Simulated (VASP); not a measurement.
An input for Ansatz (written as the equivalent of a VASP run, and not itself run):

Ansatz 0.2 input:
```yaml
crystal:
  lattice:
    - [4.1037490, -2.2411020, 0.0000000]
    - [4.1037490, 2.2411020, 0.0000000]
    - [2.8798580, 0.0000000, 3.6837090]
  atoms:
    - { symbol: Bi, position: [0.2340000, 0.2340000, 0.2340000] }
    - { symbol: Bi, position: [0.7660000, 0.7660000, 0.7660000] }
kpoints:
  mp_grid: { grid: [7, 7, 7] }
hamiltonian:
  xc: pbe
  pseudopotentials: { kind: paw }
scf:
  occupations: { method: gaussian, width: 0.05 }
  max_iter: 100
output: { forces: true, stress: true, eigenvalues: true }
```

Question: Translate this input to VASP (INCAR, KPOINTS, POSCAR, choice of POTCAR).

Answer: This is not unique; one that fits is 
File POSCAR:
```
Bi
4.1037490
  1.0000000000  -0.5461108854   0.0000000000
  1.0000000000   0.5461108854   0.0000000000
  0.7017627053   0.0000000000   0.8976448121
Bi
2
Cartesian
  0.6322124730  -0.0000000000   0.2100488860
  2.0695502322   0.0000000000   0.6875959261
```

INCAR:
```
# general
SYSTEM   =  Bi
PREC     =  Accurate
ENCUT    =  300
LREAL    =  .FALSE.
LASPH    =  .TRUE.

# electronic loop
EDIFF    =  1E-6
NELM     =  100
ALGO     =  Normal
LMAXMIX  =  4

# smearing
ISMEAR   =  0
SIGMA    =  0.05

# functional
GGA      =  PE

# ions
ISIF     =  2

# output
LWAVE    =  .FALSE.
LCHARG   =  .FALSE.
```

**KPOINTS**
```
Automatic mesh
0
Gamma
7 7 7
0 0 0
```

POTCAR, in this order: Bi_d (PBE.64 set). Program: vasp_std.

Limits of the translation: each code has its own PAW files, so the cut-off isn't converted (ENCUT is set for VASP's; basis.ecutwfc is left out, and Ansatz then takes the one that its files recommend); Ansatz stops its SCF on the density residual and VASP on the energy change (EDIFF).

The structure is a typed Bi crystal. The cell was not relaxed at this level.
